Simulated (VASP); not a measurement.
```
KTaO3
1.0
    4.08539     0.00000     0.00000
    0.00000     4.08539     0.00000
    0.00000     0.00000     4.08539
K Ta O
1 1 3
Direct
  0.00000   0.00000   0.00000
  0.50000   0.50000   0.50000
  0.50000   0.00000   0.50000
  0.00000   0.50000   0.50000
  0.50000   0.50000   0.00000
```

These are optB86b-vdW, VASP's PBE PAW potentials (set 64) (plane waves; VASP 6.6.1) values and carry that method's errors. Settings: 520 eV cut-off, 6×6×6 Γ-centred mesh, Gaussian smearing of 0.050 eV, potentials K_sv Ta_pv O.

Question: Give the stress tensor in GPa (positive for a compressed cell).

Answer: 
```
-10.17    0.00    0.00
  0.00  -10.17    0.00
  0.00    0.00  -10.17
```
The pressure is its mean diagonal, -10.17 GPa.

The compound is KTaO3 in the cubic perovskite structure. This cell is one point of a volume scan, at 1.06 of the reference volume.
